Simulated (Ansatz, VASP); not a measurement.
**One calculation of AlFe3B, two programs**

The input INCAR:

```
ALGO = Normal
EDIFF = 1E-7
ENCUT = 520
GGA = PS
ISIF = 2
ISMEAR = -1
ISPIN = 2
KPAR = 2
LASPH = T
LCHARG = F
LMAXMIX = 4
LORBIT = 11
LREAL = F
LWAVE = F
MAGMOM = 3 3 3 0 0
NBANDS = 27
NELM = 120
PREC = Accurate
SIGMA = 0.05
```

File KPOINTS:

```
k-points
0
Gamma
  7 7 7
```

POSCAR

```
AlFe3B
1.0
    3.7966680592      0.0000000000      0.0000000000
    0.0000000000      3.7966680592      0.0000000000
    0.0000000000      0.0000000000      3.7966680592
Fe Al B
3 1 1
Direct
    0.0000000000      0.0000000000      0.5000000000
    0.0000000000      0.5000000000      0.0000000000
    0.5000000000      0.0000000000      0.0000000000
    0.5000000000      0.5000000000      0.5000000000
    0.0000000000      0.0000000000      0.0000000000
```

input.yaml

```yaml
crystal:
  lattice:
    - [3.7966680592, 0.0, 0.0]
    - [0.0, 3.7966680592, 0.0]
    - [0.0, 0.0, 3.7966680592]
  atoms:
    - { symbol: Fe, position: [0.0, 0.0, 0.5], spin: 3.0 }
    - { symbol: Fe, position: [0.0, 0.5, 0.0], spin: 3.0 }
    - { symbol: Fe, position: [0.5, 0.0, 0.0], spin: 3.0 }
    - { symbol: Al, position: [0.5, 0.5, 0.5] }
    - { symbol: B, position: [0.0, 0.0, 0.0] }
hamiltonian:
  xc: pbesol
  pseudopotentials: { kind: paw }
magnetization:
  spin_polarized: true
kpoints:
  mp_grid: { grid: [7, 7, 7] }
scf:
  occupations: { method: fermi_dirac, width: 0.05 }
output:
  forces: true
  stress: true
  eigenvalues: true
```

Change from the starting cell: volume scaled by 0.98.

Alike in both runs: task single point; functional PBEsol; k mesh 7 × 7 × 7; occupations fermi-dirac, width 0.05 eV; collinear spin, ferromagnetic start.

```csv
,VASP,Ansatz
version,VASP 6.6.1,Ansatz 0.2.0
potentials or method,"VASP PAW PBE potentials, release 64 (Fe, Al, B)",Ansatz PAW
plane-wave cutoff (eV),520,420
valence electrons in the cell,30,54
```

|  | VASP | Ansatz | Ansatz less VASP |
| --- | --- | --- | --- |
| gap on the k mesh at the Fermi level (eV) | none | none | - |
| pressure (GPa) | -3.3 | -3.9 | -0.63 |
| net moment per atom (μB) | 0.82 | 0.82 | 0.000 |
| size of the moment on the site where the two differ most (μB) | 1.45 | 1.36 | -0.099 |

Site moments also hang on the region over which each program counts them. A gap of «none» marks a metal or a gap that the smearing closes. The two sets of potentials don't hold the same shells in valence.

Caveats: the PAW data sets were made with another functional, which shifts forces and pressure a little (VASP); the PAW data sets come from PBE, with cores solved anew for the run's functional, which leaves a small shift of forces and pressure (Ansatz).
